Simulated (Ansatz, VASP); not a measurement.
**Sn2Pt: VASP beside Ansatz**

Wanted: the spread between two codes on one cell, functional and k mesh. The cell is taken from a series of runs on this material, whose earlier steps may have relaxed, scaled, displaced or heated it; both programs get it as it stands.

Main program and level: Ansatz 0.2.0; plane waves, with VASP 6.6.1 beside it; PBEsol.

### 1. The structure

Symmetry: Fm-3m, No. 225, cubic system. Conventional cell: a = 6.425 Å, b = 6.425 Å, c = 6.425 Å, α = 90.00°, β = 90.00°, γ = 90.00°. Nearest to Sn lie 4 Pt at 2.78 Å. Nearest to Pt lie 8 Sn at 2.78 Å. Farther neighbours are not listed.

### 2. Ansatz: single point, PBEsol, pair 1

Ansatz runs on its PAW soft_1 files.

With cell and atoms fixed, the geometry can't cause a difference; cores, projectors, grids and the points listed under the comparison can.

input.yaml reads:

```yaml
crystal:
  lattice:
    - [0.0, 3.2125, 3.2125]
    - [3.2125, 0.0, 3.2125]
    - [3.2125, 3.2125, 0.0]
  atoms:
    - { symbol: Sn, position: [0.25, 0.25, 0.25] }
    - { symbol: Sn, position: [0.75, 0.75, 0.75] }
    - { symbol: Pt, position: [0.0, 0.0, 0.0] }
kpoints:
  mp_grid: { grid: [6, 6, 6] }
hamiltonian:
  xc: pbesol
  pseudopotentials: { kind: paw, azcp: { folder: soft_1 }, xc_functional: pbe }
scf:
  occupations: { method: gaussian, width: 0.1 }
output:
  forces: true
  stress: true
  eigenvalues: true
```

Run with:

```sh
ansatz run input.yaml --threads 4 --pin off --max-ram 10240MiB --backend cpu --events-out ev --progress --plain --runs-dir out
```

Numbers of over 12 decimals in the logs are rounded to 6 here.

The program printed:

```text
Engine: ansatz 0.2.0, x86_64-unknown-linux-gnu
Pseudopotentials: kind: paw
Pseudopotential: Sn, paw, valence charge 14, recommended cutoff 420 eV (normal), soft_1/Sn.paw.azcp
Pseudopotential: Pt, paw, valence charge 18, recommended cutoff 420 eV (normal), soft_1/Pt.paw.azcp
Functional definition: PBEsol
  exchange = pbesol_x
  correlation = pbesol_c
Crystal: 3 atoms, lattice volume = 66.307 Å³
Basis set: ecut = 420 eV, 1291 PW (Γ), exchange–correlation on 64×64×64 points (8 copies of the dense FFT grid, shifted against one another)
Bands: 28, of which v1, the nominal top of the filled ones, is band 23 counted from 1 (22 counted from 0)
Symmetry: 48 space group operations
Space group: Fm-3m (ITA 225), of the structure as read, at distance tolerance 4.0e-5 Å
k-points: 16 of 216
Non-local potential: Sn, projectors of the file, l = 0: 2, l = 1: 2, l = 2: 2, l = 3: 1
Non-local potential: Pt, projectors of the file, l = 0: 3, l = 1: 2, l = 2: 2, l = 3: 1
PAW form: soft (Blöchl's): semilocal exchange-correlation on the pseudo side does not see the compensation charge
PAW frozen core: Sn, regenerated for the run's functional, and the local potential with it (the file was generated under x = pbe(κ = 0.804, μ = 0.219515), c = pbe(β = 0.066725))
PAW frozen core: Pt, regenerated for the run's functional, and the local potential with it (the file was generated under x = pbe(κ = 0.804, μ = 0.219515), c = pbe(β = 0.066725))
PAW one-centre angular grid: Sn, 590 points (default); XC on 64 Gauss nodes
PAW one-centre angular grid: Pt, 590 points (default); XC on 64 Gauss nodes
Initial density: superposition of atomic densities (chi_scale 0.1, normalization cell, long waves kept (reshape's long-wave potential 0.00 eV rms))
Initial wavefunctions: pseudopotential atomic-orbital guess
Functional: x = pbesol(κ = 0.804, μ = 0.123457), c = pbesol(β = 0.046)
SCF iter   1: F=—  HF=-24287.842993 eV  |F-HF|=—  |Δ(HF+E_count)|=         —  Δρ=9.02e-2  dr2=7.34e0  ethr=3.10e-3  ⟨swp⟩=6.3  Hψ=1922  notcnv=0
preconditioner: auto → none  [insulator: Δε(μ)=0.176 eV  Ē_g=17.143 eV  σ=0.100 eV  W_gap=0.57  n_scr=14 (ndim 8)  ℏωp=28.1 eV  f_vac=0.006  D(μ)=1.33/eV (n_scr^D=8)  ε∞_Penn≈3.7]
SCF iter   2: F=—  HF=-24286.522607 eV  |F-HF|=—  |Δ(HF+E_count)|=    1.32e0  Δρ=2.50e-2  dr2=5.28e-1  ethr=3.10e-3  ⟨swp⟩=2.1  Hψ=999  notcnv=0  defer=10
SCF iter   3: F=—  HF=-24286.429872 eV  |F-HF|=—  |Δ(HF+E_count)|=   9.27e-2  Δρ=4.63e-3  dr2=9.99e-3  ethr=1.15e-3  ⟨swp⟩=2.0  Hψ=603  notcnv=0  defer=11
SCF iter   4: F=—  HF=-24286.427812 eV  |F-HF|=—  |Δ(HF+E_count)|=   2.06e-3  Δρ=6.56e-4  dr2=3.27e-4  ethr=2.17e-5  ⟨swp⟩=2.2  Hψ=868  notcnv=0  defer=10
SCF iter   5: F=—  HF=-24286.427770 eV  |F-HF|=—  |Δ(HF+E_count)|=   4.17e-5  Δρ=1.40e-4  dr2=3.24e-6  ethr=7.11e-7  ⟨swp⟩=3.0  Hψ=830  notcnv=0  defer=10
SCF iter   6: F=—  HF=-24286.427779 eV  |F-HF|=—  |Δ(HF+E_count)|=   8.90e-6  Δρ=2.63e-5  dr2=4.61e-7  ethr=2.17e-10  ⟨swp⟩=9.4  Hψ=2357  notcnv=0
SCF iter   7: F=-24286.427779 eV  HF=-24286.427779 eV  |F-HF|=3.91e-9  |Δ(HF+E_count)|=   2.86e-8  Δρ=3.79e-6  dr2=8.02e-9  ethr=2.17e-10  ⟨swp⟩=5.5  Hψ=1575  notcnv=0
SCF 1 converged in 7 iterations: F = -24286.427779 eV  dr2 = 8.02e-9
  greatest PAW one-centre occupation: 1.000 electrons in one spin orbital (limit 2), on the Pt atom at site 2 (counted from 0), in its partial waves of l = 0
SCF converged after 7 iterations
Free energy (F): -24286.427779 eV
Harris-Foulkes:  -24286.427779 eV  (|F-HF|=3.91e-9)
Internal energy: -24286.407989 eV  (E = F + TS)
E sigma→0 (E₀):  -24286.417884 eV
Entropy (-TS):   -0.019790 eV (-6.597 meV/atom)
Fermi energy:    14.464005 eV
--- Per-component energies (eV) ---
  E_band       = -368.380323
  E_kinetic    = 936.850517
  E_local      = -4078.175379  (includes V_loc(G=0)·N_el)
  E_nonlocal   = 500.784313
  E_hartree    = 1838.217168
  E_xc         = -482.437586
  E_vxc        = -434.480465  (∫ρ·V_xc dr)
  E_paw        = -17939.334575  (= ΣΔE_a)
  E_vpaw       = -969.800576  (= ΣTr[D̂ρ^β])
  E_aug_tail   = 0.001681  (compensation charges beyond the density's cutoff)
  E_ewald      = -5063.170839
  E_core_change = 0.856710  (= ΣΔE_core)
  E_smearing   = -0.019790  (= −TS)
  E_closure    = 0.000000  (closes the sum)
  Σ components = -24286.427779   (vs F -24286.427779, Δ=0.00e0)
--- Forces (eV/Å), atoms counted from 1 ---
  atom   1  Sn     0.00000000     0.00000000    -0.00000000
  atom   2  Sn     0.00000000     0.00000000     0.00000000
  atom   3  Pt    -0.00000000     0.00000000     0.00000000
  max |Σ_I F_I| component: 1.85e-17 eV/Å
--- Stress (GPa, compression-positive) ---
        1.551947      -0.000000      -0.000000
       -0.000000       1.551947       0.000000
       -0.000000      -0.000000       1.551947
  P = ⅓ Tr σ = 1.5519 GPa (15.519 kbar)
--- Band table (eV; the first three rows and the last of 16) ---
  k-point 0: bands = [... 19 lower, 10.8555, 11.6122, 16.9253, 16.9253, 16.9253, 17.2452, 17.2452, 17.2452, ... 1 higher]
  k-point 1: bands = [... 19 lower, 10.7903, 12.3592, 14.2822, 15.7183, 15.7183, 17.2250, 17.5878, 17.5878, ... 1 higher]
  k-point 2: bands = [... 19 lower, 10.7799, 11.2318, 14.4190, 14.4433, 14.4433, 16.2224, 17.3831, 17.3831, ... 1 higher]
  k-point 15: bands = [... 19 lower, 10.6656, 10.9266, 10.9713, 12.1321, 15.2818, 17.7614, 18.4204, 20.9177, ... 1 higher]
```

Reading the cycles: dr2 is the Hartree energy of the density residual (eV), the measure of convergence; HF is the Harris–Foulkes estimate of the energy, which meets the free energy F at convergence.

The run ends at a pressure of 1.55 GPa.

### 3. VASP: single point, PBEsol, pair 1

The same cell, functional, mesh and smearing now go to VASP, with its own data sets.

Lines of VASP's logs that name or quote its potential files are left out, and so is its time.

INCAR reads:

```
SYSTEM = Sn2Pt
PREC = Accurate
ENCUT = 500
EDIFF = 1E-06
NELM = 120
ISMEAR = 0
SIGMA = 0.1
LREAL = .FALSE.
ALGO = Normal
GGA = PS
NBANDS = 25
LASPH = .TRUE.
LORBIT = 11
LWAVE = .FALSE.
LCHARG = .FALSE.
ISIF = 2
GGA_COMPAT = .FALSE.
```

POSCAR reads:

```
Sn2Pt
1.0
    0.0000000000      3.2125000000      3.2125000000
    3.2125000000      0.0000000000      3.2125000000
    3.2125000000      3.2125000000      0.0000000000
Sn Pt
2 1
Direct
    0.2500000000      0.2500000000      0.2500000000
    0.7500000000      0.7500000000      0.7500000000
    0.0000000000      0.0000000000      0.0000000000
```

KPOINTS reads:

```
Automatic mesh
0
Gamma
6 6 6
0 0 0
```

Potentials, in the order of the species: Sn_d and Pt (PBE family, release 64).

Run with:

```sh
mpirun -np 1 vasp_std
```

The program printed:

```text
[banner, memory and clock lines left out]
running    1 mpi-ranks, on    1 nodes
 distrk:  each k-point on    1 cores,    1 groups
 distr:  one band on    1 cores,    1 groups

 POSCAR found type information on POSCAR SnPt
 POSCAR found :  2 types and       3 ions
|                                                                             |
|               ----> ADVICE to this user running VASP <----                  |
|                                                                             |
|     You enforced a specific xc type in the INCAR file but a different       |
|     [... a line on the potential file left out ...]
|     I HOPE YOU KNOW WHAT YOU ARE DOING!                                     |
|                                                                             |

 LDA part: xc-table for (Slater+PW92), standard interpolation
 POSCAR, INCAR and KPOINTS ok, starting setup
 FFT: planning ... GRIDC
 FFT: planning ... GRID_SOFT
 FFT: planning ... GRID
 WAVECAR not read
 entering main loop
       N       E                     dE             d eps       ncg     rms          rms(c)
DAV:   1     0.339253129097E+03    0.33925E+03   -0.18746E+04   801   0.228E+03
DAV:   2     0.205555128323E+02   -0.31870E+03   -0.31085E+03   800   0.518E+02
DAV:   3    -0.161254300841E+02   -0.36681E+02   -0.36055E+02   965   0.159E+02
DAV:   4    -0.173246027513E+02   -0.11992E+01   -0.11953E+01   929   0.309E+01
DAV:   5    -0.173609068341E+02   -0.36304E-01   -0.36300E-01  1095   0.529E+00    0.837E+00
DAV:   6    -0.169707112378E+02    0.39020E+00   -0.18420E+00   852   0.883E+00    0.380E+00
DAV:   7    -0.168623951405E+02    0.10832E+00   -0.26553E-01  1007   0.486E+00    0.237E+00
DAV:   8    -0.168238900361E+02    0.38505E-01   -0.85433E-02   921   0.238E+00    0.329E-01
DAV:   9    -0.168234788791E+02    0.41116E-03   -0.40122E-03   933   0.718E-01    0.210E-01
DAV:  10    -0.168235800106E+02   -0.10113E-03   -0.10840E-03   984   0.382E-01    0.363E-02
DAV:  11    -0.168236142916E+02   -0.34281E-04   -0.74145E-05   875   0.628E-02    0.115E-02
DAV:  12    -0.168236220070E+02   -0.77155E-05   -0.22463E-05   886   0.483E-02    0.955E-03
DAV:  13    -0.168236220916E+02   -0.84606E-07   -0.20037E-06   763   0.997E-03
   1 F= -.16823622E+02 E0= -.16813738E+02  d E =-.197673E-01
```

From OUTCAR (step 3):

```text
ion  position               nearest neighbor table
   1  0.250  0.250  0.250-   3 2.78   3 2.78   3 2.78   3 2.78   2 3.21   2 3.21   2 3.21   2 3.21
                             2 3.21   2 3.21
   2  0.750  0.750  0.750-   3 2.78   3 2.78   3 2.78   3 2.78   1 3.21   1 3.21   1 3.21   1 3.21
                             1 3.21   1 3.21
   3  0.000  0.000  0.000-   2 2.78   2 2.78   2 2.78   1 2.78   1 2.78   1 2.78   2 2.78   1 2.78

  LATTYP: Found a face centered cubic cell.
 ALAT       =     6.4250000000

 Subroutine GETGRP returns: Found 48 space group operations
 (whereof 48 operations were pure point group operations)

The static configuration has the point symmetry O_h .

 Found     16 irreducible k-points:

   k-points           NKPTS =     16   k-points in BZ     NKDIM =     16   number of bands    NBANDS=     25

   dimension x,y,z NGX =    36 NGY =   36 NGZ =   36
   dimension x,y,z NGXF=    72 NGYF=   72 NGZF=   72

   ENCUT  =  500.0 eV  36.75 Ry    6.06 a.u.   8.28  8.28  8.28*2*pi/ulx,y,z

   NELECT =      38.0000    total number of electrons

 k-points in reciprocal lattice and weights: Automatic mesh
   0.00000000  0.00000000  0.00000000       0.005
   0.16666667  0.00000000  0.00000000       0.037
   0.33333333  0.00000000  0.00000000       0.037
   0.50000000  0.00000000  0.00000000       0.019
   0.16666667  0.16666667  0.00000000       0.028
   0.33333333  0.16666667  0.00000000       0.111
   0.50000000  0.16666667  0.00000000       0.111
  -0.33333333  0.16666667  0.00000000       0.111
  -0.16666667  0.16666667  0.00000000       0.056
[...]
-0.33333333  0.33333333  0.16666667       0.111
  -0.33333333  0.50000000  0.16666667       0.056

 average (electrostatic) potential at core
       1 -97.6013       2 -97.6013       3 -64.9824

 E-fermi :   9.3956

 k-point     1 :       0.0000    0.0000    0.0000
  band No.  band energies     occupation
    ...
     13       4.1093      2.00000
     14       4.1093      2.00000
     15       5.7914      2.00000
     16       5.7914      2.00000
     17       6.5465      2.00000
     18      11.8564      0.00000
     19      11.8564      0.00000
     20      11.8564      0.00000
     21      12.1750      0.00000
     22      12.1750      0.00000
    ...

 k-point     2 :       0.1667    0.0000    0.0000
  band No.  band energies     occupation
    ...
     14       4.2461      2.00000
     15       5.7262      2.00000
     16       5.7262      2.00000
     17       7.2925      2.00000
     18       9.2139      1.98982
     19      10.6492      0.00000
     20      10.6492      0.00000
     21      12.1569      0.00000
     22      12.5191      0.00000
     23      12.5191      0.00000
    ...

 k-point     3 :       0.3333    0.0000    0.0000
  band No.  band energies     occupation
    ...
     16       5.7155      2.00000
     17       6.1647      2.00000
     18       9.3517      1.46606
     19       9.3747      1.23349
     20       9.3747      1.23349
     21      11.1544      0.00000
     22      12.3153      0.00000
     23      12.3153      0.00000
     24      14.8212      0.00000
     25      16.0882      0.00000

  Total        0.6220356      0.6220356      0.6220356     -0.0000000      0.0000000     -0.0000000
  in kB       15.0302586     15.0302586     15.0302586     -0.0000000      0.0000000     -0.0000000
  external PRESSURE =      15.0302586 kB  Pullay stress =       0.0000000 kB

  energy-cutoff  :      500.00
  volume of cell :       66.31
      direct lattice vectors                 reciprocal lattice vectors
     0.000000000  3.212500000  3.212500000    -0.155642023  0.155642023  0.155642023
     3.212500000  0.000000000  3.212500000     0.155642023 -0.155642023  0.155642023
     3.212500000  3.212500000  0.000000000     0.155642023  0.155642023 -0.155642023

 POSITION                                       TOTAL-FORCE (eV/Angst)
 -----------------------------------------------------------------------------------
      1.60625      1.60625      1.60625         0.000000      0.000000     -0.000000
      4.81875      4.81875      4.81875        -0.000000     -0.000000      0.000000
      0.00000      0.00000      0.00000         0.000000     -0.000000     -0.000000
 -----------------------------------------------------------------------------------
    total drift:                                0.000000      0.000000      0.000000

  FREE ENERGIE OF THE ION-ELECTRON SYSTEM (eV)
  ---------------------------------------------------
  free  energy   TOTEN  =       -16.8236220916 eV

  energy  without entropy=      -16.8038548258  energy(sigma->0) =      -16.81373846

 total charge
# of ion       s       p       d       tot
------------------------------------------
    1        1.167   1.085  10.041  12.293
    2        1.167   1.085  10.041  12.293
    3        0.695   0.620   8.128   9.443
--------------------------------------------------
tot          3.030   2.790  28.210  34.030

[... 3 further parts left out ...]
```

The k-mesh is coarse for a metal.

The run ends at a pressure of 1.50 GPa.

### 4. Differences

Known differences besides the potentials themselves: the data sets hold 46 valence electrons in Ansatz (on its PAW soft_1 files) and 38 in VASP; the cutoff is 420 eV in Ansatz and 500 eV in VASP; Ansatz makes its cores anew for this functional, VASP keeps those of its PBE data sets. Total energies have different zeros and are not compared.

Both answers:

```tsv
quantity	Ansatz	VASP	difference
pressure (GPa)	1.55	1.50	+0.05
```

### 5. VASP: single point, PBEsol, pair 2

A single point takes one fixed geometry, so differences don't come from the geometry; what else differs is listed under the comparison. The cell compared in this pair holds 65.20 Å³, against 66.31 Å³ for the pair before.

INCAR, as its differences from that of step 3:

```diff
@@ -5,4 +5,4 @@
 NELM = 120
-ISMEAR = 0
-SIGMA = 0.1
+ISMEAR = 1
+SIGMA = 0.2
 LREAL = .FALSE.
```

POSCAR reads:

```
Sn2Pt
1.0
    0.0000000000      3.1944777897      3.1944777897
    3.1944777897      0.0000000000      3.1944777897
    3.1944777897      3.1944777897      0.0000000000
Sn Pt
2 1
Direct
    0.2500000000      0.2500000000      0.2500000000
    0.7500000000      0.7500000000      0.7500000000
    0.0000000000      0.0000000000      0.0000000000
```

KPOINTS reads:

```
Automatic mesh
0
Gamma
12 12 12
0 0 0
```

Run with:

```sh
mpirun -np 1 vasp_std
```

The program printed:

```text
[banner, memory and clock lines left out]
running    1 mpi-ranks, on    1 nodes
[...]
[... a notice as in an earlier step ...]

 LDA part: xc-table for (Slater+PW92), standard interpolation
 POSCAR, INCAR and KPOINTS ok, starting setup
[...]
entering main loop
       N       E                     dE             d eps       ncg     rms          rms(c)
DAV:   1     0.341530815169E+03    0.34153E+03   -0.18849E+04  3689   0.228E+03
DAV:   2     0.205146000227E+02   -0.32102E+03   -0.31336E+03  3681   0.527E+02
DAV:   3    -0.161929127585E+02   -0.36708E+02   -0.36209E+02  4363   0.159E+02
DAV:   4    -0.173338078925E+02   -0.11409E+01   -0.11379E+01  4147   0.303E+01
[...]
DAV:  11    -0.168525483170E+02   -0.26719E-04   -0.55290E-05  3963   0.633E-02    0.100E-02
DAV:  12    -0.168525554965E+02   -0.71795E-05   -0.14706E-05  3793   0.387E-02    0.720E-03
DAV:  13    -0.168525556541E+02   -0.15763E-06   -0.14106E-06  3414   0.711E-03
   1 F= -.16852556E+02 E0= -.16852249E+02  d E =-.919547E-03
```

OUTCAR, selected parts (step 5):

```text
  Total        1.4119549      1.4119549      1.4119549      0.0000000     -0.0000000      0.0000000
  in kB       34.6977888     34.6977888     34.6977888      0.0000000     -0.0000000      0.0000000
  external PRESSURE =      34.6977888 kB  Pullay stress =       0.0000000 kB

 POSITION                                       TOTAL-FORCE (eV/Angst)
 -----------------------------------------------------------------------------------
      1.59724      1.59724      1.59724        -0.000000     -0.000000      0.000000
      4.79172      4.79172      4.79172         0.000000      0.000000     -0.000000
      0.00000      0.00000      0.00000         0.000000      0.000000     -0.000000
 -----------------------------------------------------------------------------------
    total drift:                                0.000000      0.000000      0.000000

  FREE ENERGIE OF THE ION-ELECTRON SYSTEM (eV)
  ---------------------------------------------------
  free  energy   TOTEN  =       -16.8525556541 eV

  energy  without entropy=      -16.8516361074  energy(sigma->0) =      -16.85224914

[... 3 further parts left out ...]
[key lines of the parts left out:]
E-fermi :   9.7205
```

The run ends at a pressure of 3.47 GPa.

### 6. Ansatz: single point, PBEsol, pair 2

The same cell, functional, mesh and smearing now go to Ansatz, which takes its cutoff from its data sets.

The cell is taken from a series of runs on this material, whose earlier steps may have relaxed, scaled, displaced or heated it; both programs get it as it stands.

input.yaml, the sections that differ from step 2:

```yaml
crystal:
  lattice:
    - [0.0, 3.1944777897, 3.1944777897]
    - [3.1944777897, 0.0, 3.1944777897]
    - [3.1944777897, 3.1944777897, 0.0]
  atoms:
    - { symbol: Sn, position: [0.25, 0.25, 0.25] }
    - { symbol: Sn, position: [0.75, 0.75, 0.75] }
    - { symbol: Pt, position: [0.0, 0.0, 0.0] }
kpoints:
  mp_grid: { grid: [12, 12, 12] }
scf:
  occupations: { method: methfessel_paxton, width: 0.2 }
# hamiltonian, output: as in step 2
```

Run with:

```sh
ansatz run input.yaml --threads 4 --pin off --max-ram 10240MiB --backend cpu --events-out ev --progress --plain --runs-dir out
```

The program printed:

```text
[...]
Crystal: 3 atoms, lattice volume = 65.197 Å³
Basis set: ecut = 420 eV, 1243 PW (Γ), exchange–correlation on 64×64×64 points (8 copies of the dense FFT grid, shifted against one another)
Bands: 28, of which v1, the nominal top of the filled ones, is band 23 counted from 1 (22 counted from 0)
Symmetry: 48 space group operations
[...]
k-points: 72 of 1728
[...]
k-point 0: bands = [... 19 lower, 11.1306, 12.0152, 17.3099, 17.3099, 17.3099, 17.6073, 17.6073, 17.6073, ... 1 higher]
  k-point 1: bands = [... 19 lower, 11.1099, 12.2852, 15.9779, 16.7710, 16.7710, 17.9157, 17.9157, 17.9612, ... 1 higher]
  k-point 2: bands = [... 19 lower, 11.0626, 12.7411, 14.6227, 16.0661, 16.0661, 17.6011, 17.9614, 17.9614, ... 1 higher]
  k-point 71: bands = [... 19 lower, 11.0631, 11.0631, 11.2497, 12.5650, 17.0917, 17.0917, 19.2097, 19.8636, ... 1 higher]
[key lines of the parts left out:]
SCF converged after 9 iterations
Free energy (F): -24286.456998 eV
Fermi energy:    14.873434 eV
P = ⅓ Tr σ = 3.5157 GPa (35.157 kbar)
```

The run ends at a pressure of 3.52 GPa.

[end of part 1 of 2]

[Lines on the potential files, build, host, timing and source positions are cut from VASP's logs without a mark.]

[Logs are printed without paths, hosts, clocks, repeated set-up lines and the standing remarks that a program may print on its own settings, such as how far it seeks lower states.]

[Hosts, paths, dates, database ids (printed as entryN), source tags and the programs' standing remarks are cut or masked in the printed files.]
